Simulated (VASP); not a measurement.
# HfB2: structure and properties in VASP, part 2 of 2

Aim: relax HfB2, then compute properties on the relaxed cell. The start is a cell from a database of measured crystal structures.

VASP 6.6.1; r2SCAN with rVV10; plane waves and PAW (Hf_pv, B).

So far. Step 8 (Volume scan with r2SCAN + rVV10 (run 3)): The run ends at a pressure of 5.58 GPa.

## (9) Volume scan with r2SCAN + rVV10 (run 4)

The input, INCAR:

```
SYSTEM = HfB2
PREC = Accurate
ENCUT = 420
EDIFF = 1E-06
NELM = 100
ISMEAR = 0
SIGMA = 0.05
LREAL = .FALSE.
ALGO = Normal
METAGGA = R2SCAN
LUSE_VDW = .TRUE.
IVDW_NL = 2
BPARAM = 11.95
CPARAM = 0.0093
LASPH = .TRUE.
NBANDS = 14
LORBIT = 11
LWAVE = .FALSE.
LCHARG = .FALSE.
KPAR = 2
ISIF = 2
```

The input, POSCAR:

```
HfB2
1.0
    3.1296949394      0.0000000000      0.0000000000
   -1.5648474697      2.7103953236      0.0000000000
    0.0000000000      0.0000000000      3.4765779959
Hf B
1 2
Direct
    0.0000000000      0.0000000000      0.0000000000
    0.3333333333      0.6666666667      0.5000000000
    0.6666666667      0.3333333333      0.5000000000
```

The input, KPOINTS:

```
Automatic mesh
0
Gamma
10 10 8
0 0 0
```

Potentials, in the order of the species: Hf_pv and B (PBE family, release 64).

The run is started by

```bash
> mpirun -np 2 vasp_std
```

The job ended after 44 s (2 MPI ranks of AMD EPYC 7R13 (Zen 3), shared host; peak memory 0.39 GiB; 87 s of CPU time).

The pressure falls from 5.58 to 0.01 GPa.

The run ends at a pressure of 0.01 GPa.

## (10) Volume scan with r2SCAN + rVV10 (run 5)

INCAR is that of step 9.

The input, POSCAR:

```
HfB2
1.0
    3.1504220000      0.0000000000      0.0000000000
   -1.5752110000      2.7283454846      0.0000000000
    0.0000000000      0.0000000000      3.4996023622
Hf B
1 2
Direct
    0.0000000000      0.0000000000      0.0000000000
    0.3333333333      0.6666666667      0.5000000000
    0.6666666667      0.3333333333      0.5000000000
```

KPOINTS is that of step 9.

The run is started by

```bash
> mpirun -np 2 vasp_std
```

Elapsed: 45 s, on 2 MPI ranks; peak memory 0.39 GiB; 88 s of CPU time.

The pressure falls from 0.01 to -5.03 GPa.

The run ends at a pressure of -5.03 GPa.

## (11) Volume scan with r2SCAN + rVV10 (run 6)

INCAR is that of step 10.

The input, POSCAR:

```
HfB2
1.0
    3.1708798589      0.0000000000      0.0000000000
   -1.5854399295      2.7460625102      0.0000000000
    0.0000000000      0.0000000000      3.5223276897
Hf B
1 2
Direct
    0.0000000000      0.0000000000      0.0000000000
    0.3333333333      0.6666666667      0.5000000000
    0.6666666667      0.3333333333      0.5000000000
```

KPOINTS is that of step 10.

The run is started by

```bash
> mpirun -np 2 vasp_std
```

Elapsed: 45 s, on 2 MPI ranks; peak memory 0.39 GiB; 88 s of CPU time.

The pressure falls from -5.03 to -9.61 GPa.

The run ends at a pressure of -9.61 GPa.

## (12) Volume scan with r2SCAN + rVV10 (run 7)

A prediction first. A parabola through the 6 pressures of evenly scaled cells so far, P = 0.00 -265.7 t +536 t² GPa with t = ln(V/V₁) and V₁ the volume at scale 1, gives -13.66 GPa at t = +0.0583.

INCAR is that of step 11.

The input, POSCAR:

```
HfB2
1.0
    3.1910770905      0.0000000000      0.0000000000
   -1.5955385452      2.7635538258      0.0000000000
    0.0000000000      0.0000000000      3.5447635028
Hf B
1 2
Direct
    0.0000000000      0.0000000000      0.0000000000
    0.3333333333      0.6666666667      0.5000000000
    0.6666666667      0.3333333333      0.5000000000
```

KPOINTS is that of step 11.

The run is started by

```bash
> mpirun -np 2 vasp_std
```

Run time: 45 s. Hardware: 2 MPI ranks; peak memory 0.39 GiB; 88 s of CPU time.

The pressure falls from -9.61 to -13.76 GPa. The parabola predicted -13.66 GPa, +0.10 GPa off.

## (13) The series together

Times are for 2 MPI ranks of AMD EPYC 7R13 (Zen 3), shared host. The runs compared:

```csv
no.,volume scale,energy above the lowest point (meV/atom),pressure (GPa),time,memory (GiB)
1,0.94,32.94,18.51,33 s,0.34
2,0.96,14.32,11.73,45 s,0.38
3,0.98,3.58,5.582,45 s,0.39
4,1,0,0.01454,44 s,0.39
5,1.02,2.91,-5.032,45 s,0.39
6,1.04,11.73,-9.608,45 s,0.39
7,1.06,25.89,-13.76,45 s,0.39
```

## (14) Fit for r2SCAN + rVV10

This step: Birch-Murnaghan fit, r2SCAN with rVV10; plane waves and PAW (VASP 6.6.1).

Derived from the runs above.

This step gave:

* pressure derivative of the bulk modulus: 3.841
* r.m.s. error of the fit: 2.19e-6 eV/atom
* minimum inside the sampled range: yes
* bulk modulus: 263.7 GPa
* equilibrium volume of the fit: 9.837 Å³/atom

The energy above the fitted minimum by volume:

```csv
volume (Å³/atom),energy above the fitted minimum (eV/atom)
9.240,0.0329
9.437,0.0143
9.634,0.00358
9.830,4.8e-6
10.027,0.00291
10.223,0.0117
10.420,0.0259
```

The fitted volume lies +0.07 % from the relaxed one.

## (15) Electric field gradients (r2SCAN + rVV10)

This step: r2SCAN with rVV10; plane waves and PAW (Hf_pv, B) (VASP 6.6.1).

Field gradients probe how far the charge around each nucleus departs from cubic symmetry; LASPH keeps the non-spherical terms inside the spheres.

Edit INCAR of step 12 so:

```diff
@@ -3,3 +3,3 @@
 ENCUT = 420
-EDIFF = 1E-06
+EDIFF = 1E-07
 NELM = 100
@@ -20,2 +20,2 @@
 KPAR = 2
-ISIF = 2
+LEFG = .TRUE.
```

The input, POSCAR:

```
HfB2
1.0
    3.1296949394      0.0000000000      0.0000000000
   -1.5648474697      2.7103953236      0.0000000000
    0.0000000000      0.0000000000      3.4765779959
Hf B
1 2
Direct
    0.0000000000      0.0000000000      0.0000000000
    0.3333333333      0.6666666667      0.5000000000
    0.6666666667      0.3333333333      0.5000000000
```

KPOINTS is that of step 12.

The run is started by

```bash
> mpirun -np 2 vasp_std
```

Run time: 54 s. Hardware: 2 MPI ranks; peak memory 0.39 GiB; 1.8 min of CPU time.

Numbers from this step:

* SCF cycles: 15
* free energy (TOTEN): -62.9246 eV
* energy at zero smearing: -62.9242 eV
* Fermi energy: 7.633 eV
* pressure: 0.04102 GPa

Electric field gradients, by row:

```csv
atom,Vxx (V/Å²),Vyy (V/Å²),Vzz (V/Å²),asymmetry
Hf1,-37.65,-37.65,75.29,0
B2,-1.002,-1.002,2.005,0
B3,-1.002,-1.002,2.005,0
```

The largest gradient, 75.29 V/Å², sits on Hf1; times the quadrupole moment of a nucleus that has one, it gives the coupling that NMR and NQR see.

## (16) Outcome

- relaxed volume: 9.830 Å³/atom
- relaxed conventional cell a, b, c: 3.130, 3.130, 3.477 Å; angles 90.0, 90.0, 120.0°
- space group after relaxing, within 0.02 Å: P6/mmm (No. 191)
- band gap: none, a metal
- DOS at the Fermi level: 0.251 states/eV/cell
- bulk modulus from the fit: 264 GPa
- volume from the fit: 9.84 Å³/atom
- largest field gradient Vzz: 75.29 V/Å² on Hf1

With r2SCAN + rVV10, HfB2 relaxes to 9.830 Å³/atom in space group P6/mmm (held by the symmetry of the run), comes out as a metal and has a bulk modulus of 264 GPa at fixed shape and positions, an upper bound. Against the listed cell the volume lies -0.8 % (a -0.3 %, c -0.1 %). Band structure (r2SCAN + rVV10): Of the bands kept, 2 cross the Fermi level on this path. Spin-orbit coupling is left out, and with elements this heavy it would split and shift bands near the Fermi level. No search among competing phases was made, and a listed structure need not be the one stable at ambient conditions. All values are for a static lattice at zero temperature.

[Lines on the potential files, build, host, timing and source positions are cut from VASP's logs without a mark.]

[Logs are printed without paths, hosts, clocks, repeated set-up lines and the standing remarks that a program may print on its own settings, such as how far it seeks lower states.]

[Hosts, paths, dates, database ids (printed as entryN), source tags and the programs' standing remarks are cut or masked in the printed files.]

[A measured line is paired with the nearest computed mode of its activity, which favours agreement.]
